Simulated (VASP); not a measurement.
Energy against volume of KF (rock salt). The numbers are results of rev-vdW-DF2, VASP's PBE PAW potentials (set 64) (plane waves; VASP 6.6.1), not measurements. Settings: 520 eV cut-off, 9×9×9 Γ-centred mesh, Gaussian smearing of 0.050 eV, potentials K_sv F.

```
V (Å³/atom)  E (eV/atom)
-----------  -----------
17.907          -2.41048
18.478          -2.41723
19.050          -2.41965
19.621          -2.41849
```

Question: Fit these four points and predict the energy of the run at 20.193 Å³/atom.

Answer: A cubic in V^(−2/3), the third-order Birch-Murnaghan form, passes through the four points with V0 = 19.13 Å³/atom and B0 = 33 GPa, and gives -2.4144 eV/atom there. The run gave -2.4143 eV/atom, +0.1 meV/atom from the fit; all five points give B0 = 33 GPa.

The compound is KF in the rock salt structure. It was relaxed first.
